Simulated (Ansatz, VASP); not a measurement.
# Ge2Sb2Te5: VASP beside Ansatz, part 2 of 3

Aim: how closely do two programs agree when they are given the same cell, functional and k mesh? Of the first pair: The structure shown is frame 165 of Ansatz's trajectory.

VASP 6.6.1 and Ansatz 0.2.0.

So far: The structure; Ansatz: dynamics, PBE.

### 3. VASP: single point, PBE, pair 1

Level of this step: PBE; plane waves and PAW (Ge_d, Sb, Te) (VASP).

The same cell, functional, mesh and smearing now go to VASP, with its own data sets.

Lines of VASP's logs that name or quote its potential files are left out, and so is its time.

Input file INCAR:

```
SYSTEM = Ge2Sb2Te5
PREC = Accurate
ENCUT = 410
EDIFF = 1E-06
NELM = 120
ISMEAR = -1
SIGMA = 0.1
LREAL = .FALSE.
ALGO = Normal
GGA = PE
NBANDS = 120
LORBIT = 11
LWAVE = .FALSE.
LCHARG = .FALSE.
ISIF = 2
LASPH = .TRUE.
GGA_COMPAT = .FALSE.
EFERMI = MIDGAP
```

Input file POSCAR:

```
Ge2Sb2Te5
1.0
    9.5353205541      0.0000000000      0.0000000000
    0.0000000000      9.5353205541      0.0000000000
    0.0000000000      0.0000000000      9.5353205541
Ge Sb Te
6 6 15
Direct
    0.9975080487      0.2176850781      0.4973852712
    0.7717260220      0.5881231751      0.9241989244
    0.4541761313      0.6232826643      0.1280680595
    0.3800587489      0.8008927394      0.3019994958
    0.7027672496      0.8711028594      0.9080977352
    0.9666825512      0.9768041826      0.6384532083
    0.5060780047      0.9722139856      0.0683752577
    0.4884621312      0.6460127864      0.5467176452
    0.1503492192      0.9416545515      0.1983208629
    0.7971190855      0.2908157082      0.1691841392
    0.2255265555      0.8438255384      0.6416656855
    0.7712670967      0.5397379114      0.6232072604
    0.7090476887      0.6592110841      0.2304781457
    0.7060668765      0.0355961814      0.2777255348
    0.0346739261      0.2817040061      0.8103802023
    0.6268963866      0.9732825391      0.6418534086
    0.0996728945      0.2543955378      0.2053839710
    0.9610610307      0.7969133242      0.3848285938
    0.7513004895      0.2989376166      0.8726009737
    0.2488651521      0.0774120803      0.4941777231
    0.2605651258      0.9824440560      0.8751256922
    0.4281198494      0.5565129111      0.8405100756
    0.1476649885      0.5743333922      0.2175422408
    0.1024329486      0.5558750720      0.5493926471
    0.4362504623      0.2846239919      0.1811280481
    0.0838062487      0.5807526835      0.8964252383
    0.6869763804      0.3049362613      0.4619520629
```

Input file KPOINTS:

```
Automatic mesh
0
Gamma
1 1 1
0 0 0
```

Potentials, in the order of the species: Ge_d, Sb and Te (PBE family, release 64).

The run is started by

```bash
mpirun -np 4 vasp_gam
```

Numbers of over 12 decimals in the logs are rounded to 6 here.

What it wrote:

```text
[banner, memory and clock lines left out]
running    4 mpi-ranks, on    1 nodes
 distrk:  each k-point on    4 cores,    1 groups
 distr:  one band on    1 cores,    4 groups

 POSCAR found type information on POSCAR GeSbTe
 POSCAR found :  3 types and      27 ions
|                                                                             |
|               ----> ADVICE to this user running VASP <----                  |
|                                                                             |
|     You have a (more or less) 'large supercell' and for larger cells it     |
|     might be more efficient to use real-space projection operators.         |
|     Therefore, try LREAL= Auto in the INCAR file.                           |
|     Mind: For very accurate calculation, you might also keep the            |
|     reciprocal projection scheme (i.e. LREAL=.FALSE.).                      |
|                                                                             |

 LDA part: xc-table for (Slater+PW92), standard interpolation
 POSCAR, INCAR and KPOINTS ok, starting setup
 FFT: planning ... GRIDC
 FFT: planning ... GRID_SOFT
 FFT: planning ... GRID
 WAVECAR not read
 entering main loop
       N       E                     dE             d eps       ncg     rms          rms(c)
DAV:   1     0.284087272423E+04    0.28409E+04   -0.72579E+04   320   0.231E+03
DAV:   2     0.547433386691E+03   -0.22934E+04   -0.22338E+04   256   0.707E+02
DAV:   3    -0.258336799813E+02   -0.57327E+03   -0.55016E+03   272   0.210E+02
DAV:   4    -0.966825985765E+02   -0.70849E+02   -0.67580E+02   296   0.794E+01
DAV:   5    -0.100326731946E+03   -0.36441E+01   -0.35730E+01   304   0.176E+01    0.236E+01
DAV:   6    -0.995725581077E+02    0.75417E+00   -0.35533E+00   328   0.883E+00    0.152E+01
DAV:   7    -0.995756856000E+02   -0.31275E-02   -0.16860E+00   280   0.506E+00    0.496E+00
DAV:   8    -0.995780832066E+02   -0.23976E-02   -0.29085E-01   288   0.235E+00    0.232E+00
DAV:   9    -0.995701748119E+02    0.79084E-02   -0.49966E-02   320   0.809E-01    0.138E+00
DAV:  10    -0.995708466001E+02   -0.67179E-03   -0.21532E-02   296   0.561E-01    0.419E-01
DAV:  11    -0.995706428494E+02    0.20375E-03   -0.39721E-03   280   0.307E-01    0.210E-01
DAV:  12    -0.995706860973E+02   -0.43248E-04   -0.50123E-04   272   0.110E-01    0.144E-01
DAV:  13    -0.995707067486E+02   -0.20651E-04   -0.15277E-04   304   0.499E-02    0.393E-02
DAV:  14    -0.995707198973E+02   -0.13149E-04   -0.50427E-05   288   0.255E-02    0.249E-02
DAV:  15    -0.995707239549E+02   -0.40576E-05   -0.97860E-06   264   0.132E-02    0.134E-02
DAV:  16    -0.995707250365E+02   -0.10817E-05   -0.25228E-06   200   0.811E-03    0.378E-03
DAV:  17    -0.995707254104E+02   -0.37388E-06   -0.52109E-07   144   0.398E-03
   1 F= -.99570725E+02 E0= -.99401464E+02  d E =-.338523E+00
```

OUTCAR, selected parts (step 3):

```text
ion  position               nearest neighbor table
   1  0.998  0.218  0.497-   6 2.68  20 2.74  17 2.97  15 3.07  27 3.09
   2  0.772  0.588  0.924-   5 2.78  19 2.81  12 2.91  26 2.99  13 3.06
   3  0.454  0.623  0.128-   4 2.47  13 2.64  22 2.83  23 3.08  25 3.27
   4  0.380  0.801  0.302-   3 2.47   9 2.75   8 2.95   7 3.01  23 3.20
   5  0.703  0.871  0.908-   7 2.60   2 2.78  16 2.81
   6  0.967  0.977  0.638-   1 2.68  11 2.77  18 2.97  20 3.17  16 3.24
   7  0.506  0.972  0.068-   5 2.60  14 2.83  21 2.98   4 3.01  25 3.24   9 3.62
   8  0.488  0.646  0.547-   4 2.95  12 2.97  22 2.98  11 3.27  16 3.51  13 3.68
   9  0.150  0.942  0.198-   4 2.75  18 2.89  17 3.02  20 3.24  21 3.28  23 3.51   7 3.62
  10  0.797  0.291  0.169-  14 2.78  19 2.86  17 2.93  27 2.99  25 3.44  13 3.66
  11  0.226  0.844  0.642-  21 2.61  20 2.64   6 2.77  24 3.11   8 3.27  18 3.54
  12  0.771  0.540  0.623-  27 2.83   2 2.91   8 2.97  24 3.24  19 3.31
  13  0.709  0.659  0.230-   3 2.64   2 3.06  18 3.11  14 3.62  10 3.66   8 3.68
  14  0.706  0.036  0.278-  10 2.78   7 2.83  27 3.12  18 3.48  16 3.60  13 3.62  25 3.62
  15  0.035  0.282  0.810-  19 2.77  26 3.00   1 3.07  21 3.63  24 3.67
  16  0.627  0.973  0.642-   5 2.81   6 3.24   8 3.51  14 3.60  27 3.64
  17  0.100  0.254  0.205-  10 2.93   1 2.97   9 3.02  23 3.09  25 3.23  20 3.53
  18  0.961  0.797  0.385-   9 2.89   6 2.97  24 3.09  13 3.11  23 3.20  14 3.48  11 3.54
  19  0.751  0.299  0.873-  15 2.77   2 2.81  10 2.86  12 3.31
  20  0.249  0.077  0.494-  11 2.64   1 2.74   6 3.17   9 3.24  17 3.53
  21  0.261  0.982  0.875-  11 2.61   7 2.98   9 3.28  15 3.63
  22  0.428  0.557  0.841-   3 2.83   8 2.98  26 3.33
  23  0.148  0.574  0.218-   3 3.08  17 3.09  26 3.12  18 3.20   4 3.20  24 3.20   9 3.51
  24  0.102  0.556  0.549-  18 3.09  11 3.11  23 3.20  12 3.24  26 3.32  15 3.67
  25  0.436  0.285  0.181-  17 3.23   7 3.24   3 3.27  10 3.44  27 3.59  14 3.62
  26  0.084  0.581  0.896-   2 2.99  15 3.00  23 3.12  24 3.32  22 3.33
  27  0.687  0.305  0.462-  12 2.83  10 2.99   1 3.09  14 3.12  25 3.59  16 3.64

  LATTYP: Found a simple cubic cell.
 ALAT       =     9.5353205541

 Subroutine GETGRP returns: Found  1 space group operations
 (whereof  1 operations were pure point group operations)

The static configuration has the point symmetry C_1 .

 Found      1 irreducible k-points:

   k-points           NKPTS =      1   k-points in BZ     NKDIM =      1   number of bands    NBANDS=    120

   dimension x,y,z NGX =    64 NGY =   64 NGZ =   64
   dimension x,y,z NGXF=   128 NGYF=  128 NGZF=  128

   ENCUT  =  410.0 eV  30.13 Ry    5.49 a.u.  15.74 15.74 15.74*2*pi/ulx,y,z

   NELECT =     204.0000    total number of electrons

 k-points in reciprocal lattice and weights: Automatic mesh
   0.00000000  0.00000000  0.00000000       1.000

 average (electrostatic) potential at core
       1 -73.9384       2 -73.6083       3 -73.9976       4 -74.1662       5 -73.7509
       6 -74.0817       7 -87.5851       8 -87.6590       9 -87.9591      10 -87.5598
      11 -87.8909      12 -87.4501      13 -89.2022      14 -89.5156      15 -89.8412
      16 -88.8974      17 -89.4831      18 -90.0498      19 -89.7851      20 -89.8133
      21 -89.3957      22 -89.0892      23 -89.7271      24 -89.5314      25 -88.8123
      26 -89.4891      27 -89.2709

 E-fermi :   5.2642

 k-point     1 :       0.0000    0.0000    0.0000
  band No.  band energies     occupation
    ...
     99       4.6660      1.99496
    100       4.9161      1.94029
    101       4.9821      1.88758
    102       5.1639      1.46315
    103       5.3283      0.69018
    104       5.7198      0.02079
    105       5.8680      0.00476
    106       5.9672      0.00177
    107       6.1857      0.00020
    108       6.2510      0.00010
    ...

  Total       -0.0843950      3.5369668     -1.0980575      0.1580788     -0.1546978      3.5765182
  in kB       -0.1559629      6.5363557     -2.0292229      0.2921315     -0.2858833      6.6094470
  external PRESSURE =       1.4503900 kB  Pullay stress =       0.0000000 kB

  energy-cutoff  :      410.00
  volume of cell :      866.97
      direct lattice vectors                 reciprocal lattice vectors
     9.535320554  0.000000000  0.000000000     0.104873244  0.000000000  0.000000000
     0.000000000  9.535320554  0.000000000     0.000000000  0.104873244  0.000000000
     0.000000000  0.000000000  9.535320554     0.000000000  0.000000000  0.104873244

 POSITION                                       TOTAL-FORCE (eV/Angst)
 -----------------------------------------------------------------------------------
      9.51156      2.07570      4.74273        -0.514018      1.146855      0.377496
      7.35865      5.60794      8.81253        -0.207505      0.620228     -0.406156
      4.33071      5.94320      1.22117        -0.152318     -0.778929     -0.670332
      3.62398      7.63677      2.87966         0.533617      0.573242     -0.762545
      6.70111      8.30624      8.65900         0.740292     -0.245195     -1.027254
      9.21763      9.31414      6.08786        -1.049985      0.056367     -0.157822
      4.82562      9.27037      0.65198        -1.189412      0.035622      0.647770
      4.65764      6.15994      5.21313         0.335013      0.345577      0.249790
      1.43363      8.97898      1.89105         0.209264     -0.004719     -0.367873
      7.60079      2.77302      1.61322        -1.200781      1.617074      0.755138
      2.15047      8.04615      6.11849         0.177865     -2.532793     -0.399933
      7.35428      5.14657      5.94248        -0.144684      1.050131     -0.242254
      6.76100      6.28579      2.19768         0.770009     -1.421726      0.045979
      6.73257      0.33942      2.64820         0.533344     -1.999150      0.437919
      0.33063      2.68614      7.72723         0.428531     -1.186421      0.458728
      5.97766      9.28056      6.12028         0.751373     -0.691094      0.260709
      0.95041      2.42574      1.95840         0.368085      0.059582     -0.744193
      9.16402      7.59882      3.66946        -1.076147      0.663944      0.574691
      7.16389      2.85047      8.32053        -0.733830     -0.671614     -1.277617
      2.37301      0.73815      4.71214         1.085055      0.965899     -0.630492
      2.48457      9.36792      8.34460        -0.456694      1.637254      1.687378
      4.08226      5.30653      8.01453         0.617533      0.157008      0.796526
      1.40803      5.47645      2.07434        -0.598112     -0.146956     -0.340828
      0.97673      5.30045      5.23864        -0.065779     -0.723034      0.149078
      4.15979      2.71398      1.72711         0.613692      0.467473     -0.558595
      0.79912      5.53766      8.54770         0.000957      0.576971     -0.182081
      6.55054      2.90767      4.40486         0.224635      0.428402      1.326775
 -----------------------------------------------------------------------------------
    total drift:                                0.007369      0.002190      0.000011

  FREE ENERGIE OF THE ION-ELECTRON SYSTEM (eV)
  ---------------------------------------------------
  free  energy   TOTEN  =       -99.5707254104 eV

  energy  without entropy=      -99.2322023408  energy(sigma->0) =      -99.40146388

 total charge
# of ion       s       p       d       tot
------------------------------------------
    1        1.301   0.850  10.010  12.161
    2        1.278   0.878  10.007  12.163
    3        1.234   0.957  10.022  12.213
    4        1.263   0.923  10.019  12.206
    5        1.280   0.888   9.997  12.165
    6        1.288   0.847  10.002  12.138
    7        1.208   1.133   0.049   2.389
    8        1.252   1.031   0.031   2.315
    9        1.267   1.046   0.038   2.351
   10        1.263   1.076   0.049   2.388
   11        1.226   1.152   0.070   2.448
   12        1.235   1.083   0.037   2.354
   13        1.429   1.830   0.041   3.299
   14        1.424   1.853   0.051   3.328
   15        1.439   1.788   0.046   3.273
   16        1.417   1.819   0.022   3.258
   17        1.443   1.814   0.050   3.307
   18        1.426   1.779   0.059   3.265
   19        1.431   1.829   0.056   3.316
   20        1.420   1.874   0.053   3.347
   21        1.413   1.909   0.040   3.362
   22        1.412   1.844   0.028   3.284
   23        1.444   1.768   0.044   3.257
   24        1.437   1.789   0.039   3.265
   25        1.422   1.813   0.022   3.258
   26        1.438   1.787   0.038   3.263
   27        1.430   1.825   0.047   3.302
--------------------------------------------------
tot         36.523  39.184  60.968 136.675
```

The gap is under twice the smearing width, so the edge states are partly filled and the run can't tell a small gap from a semimetal.

### 4. Comparison

Known differences besides the potentials themselves: the data sets hold 414 valence electrons in Ansatz (on its PAW soft_1 files) and 204 in VASP; the cutoff is 320 eV in Ansatz and 410 eV in VASP; Ansatz's log warns that its cutoff lies below the recommended one. Total energies have different zeros and are not compared.

Forces on 7 of the 27 atoms, those with the largest forces and the largest differences (eV/Å; atoms numbered as in POSCAR):

| atom | Ansatz x, y, z | VASP x, y, z |
| --- | --- | --- |
| Sb10 | -1.193, 1.591, 0.751 | -1.201, 1.617, 0.755 |
| Sb11 | 0.186, -2.460, -0.367 | 0.178, -2.533, -0.400 |
| Te13 | 0.772, -1.421, 0.038 | 0.770, -1.422, 0.046 |
| Te14 | 0.533, -1.982, 0.421 | 0.533, -1.999, 0.438 |
| Te19 | -0.723, -0.674, -1.268 | -0.734, -0.672, -1.278 |
| Te20 | 1.087, 0.927, -0.605 | 1.085, 0.966, -0.630 |
| Te21 | -0.464, 1.616, 1.635 | -0.457, 1.637, 1.687 |

The forces differ by 14 meV/Å r.m.s., which is 1.8 % of the r.m.s. force of 0.793 eV/Å (both taken over all components).

### 5. Ansatz: dynamics, PBE

One frame of this run of dynamics is then solved in both programs, so the motion causes no difference.

The structure compared here is frame 132 of Ansatz's trajectory.

Input file input.yaml:

```yaml
crystal:
  lattice:
    - [9.5353205541, 0.0, 0.0]
    - [0.0, 9.5353205541, 0.0]
    - [0.0, 0.0, 9.5353205541]
  atoms:
    - { symbol: Ge, position: [1.0776206931, 0.3122904661, 0.4674079788] }
    - { symbol: Ge, position: [0.7622404616, 0.6263429019, 0.984333493] }
    - { symbol: Ge, position: [0.3344180231, 0.6392136188, 0.1891728042] }
    - { symbol: Ge, position: [0.462479109, 0.9127587489, 0.1879924246] }
    - { symbol: Ge, position: [0.5277759792, 0.8328385392, 0.913414546] }
    - { symbol: Ge, position: [1.0315401822, 1.0028628434, 0.5650827416] }
    - { symbol: Sb, position: [0.3397376773, 1.1316724416, 0.0411409692] }
    - { symbol: Sb, position: [0.5142920957, 0.5686156461, 0.5394601097] }
    - { symbol: Sb, position: [0.0610411998, 0.934918323, 0.1551977767] }
    - { symbol: Sb, position: [0.759286283, 0.2535312465, 0.195516129] }
    - { symbol: Sb, position: [0.4822956632, 0.8664752128, 0.6349728919] }
    - { symbol: Sb, position: [0.8345911978, 0.4985313116, 0.5951061519] }
    - { symbol: Te, position: [0.7132696148, 0.565498608, 0.2823525204] }
    - { symbol: Te, position: [0.7474777639, -0.050749579, 0.1843914087] }
    - { symbol: Te, position: [0.1086307912, 0.2736947658, 0.8240894371] }
    - { symbol: Te, position: [0.7577128563, 0.9579168185, 0.812580816] }
    - { symbol: Te, position: [0.0690143884, 0.2545082232, 0.1646041628] }
    - { symbol: Te, position: [0.9051641469, 0.7696577623, 0.4681060041] }
    - { symbol: Te, position: [0.7259294577, 0.364082926, 0.877433933] }
    - { symbol: Te, position: [0.3998723646, 0.1118787061, 0.4137899278] }
    - { symbol: Te, position: [0.1253203675, 0.9129216043, 0.8350067402] }
    - { symbol: Te, position: [0.4181441865, 0.5402295735, 0.8722151739] }
    - { symbol: Te, position: [0.0355548195, 0.6341917168, 0.1287581183] }
    - { symbol: Te, position: [0.184986193, 0.6824647776, 0.5059194643] }
    - { symbol: Te, position: [0.3983111596, 0.3588222507, 0.2338694729] }
    - { symbol: Te, position: [1.1103153383, 0.6118093626, 0.8026818726] }
    - { symbol: Te, position: [0.7866130783, 0.1881266695, 0.5495101711] }
kpoints:
  mp_grid: { grid: [1, 1, 1] }
scf:
  occupations: { method: fermi_dirac, width: 0.1 }
  n_extra_bands: 19
hamiltonian:
  xc: pbe
  pseudopotentials: { kind: paw, azcp: { folder: soft_1 } }
output:
  forces: true
basis:
  ecutwfc: 320
md:
  timestep: 2.5
  n_steps: 396
  ensemble: nvt_langevin
  temperature: 990
  seed: 0
```

The run is started by

```bash
ansatz run input.yaml --threads 8 --pin off --max-ram 23552MiB --backend cpu --events-out ev --progress --plain --runs-dir out
```

What it wrote:

```text
[...]
Crystal: 27 atoms, lattice volume = 866.974 Å³
Basis set: ecut = 320 eV, 11123 PW (Γ), exchange–correlation on 120×120×120 points (8 copies of the dense FFT grid, shifted against one another)
Bands: 226, of which v1, the nominal top of the filled ones, is band 207 counted from 1 (206 counted from 0)
Symmetry: 1 space group operations
k-points: 1
[...]
SCF iter   1: F=—  HF=-169380.386339 eV  |F-HF|=—  |Δ(HF+E_count)|=         —  Δρ=1.63e-2  dr2=9.48e0  ethr=3.10e-3  ⟨swp⟩=6.0  Hψ=863  notcnv=0
[...]
md step    86: t =   215.00 fs  T =  1151.5 K  F+E_penalty+E_count = -169380.71844279 eV  E_kin = 4.018628 eV  (6 SCF iters)
[... from here on, the SCF cycles and remarks between the steps are left out, and one step in 5 is shown ...]
md step    87: t =   217.50 fs  T =  1120.5 K  F+E_penalty+E_count = -169380.73666976 eV  E_kin = 3.910595 eV  (6 SCF iters)
md step    90: t =   225.00 fs  T =   980.7 K  F+E_penalty+E_count = -169380.84777769 eV  E_kin = 3.422669 eV  (8 SCF iters)
md step    92: t =   230.00 fs  T =  1039.4 K  F+E_penalty+E_count = -169380.98216827 eV  E_kin = 3.627355 eV  (6 SCF iters)
[...]
```

(Part 2 of 3 ends here.)

[Lines on the potential files, build, host, timing and source positions are cut from VASP's logs without a mark.]

[Logs are printed without paths, hosts, clocks, repeated set-up lines and the standing remarks that a program may print on its own settings, such as how far it seeks lower states.]

[Hosts, paths, dates, database ids (printed as entryN), source tags and the programs' standing remarks are cut or masked in the printed files.]
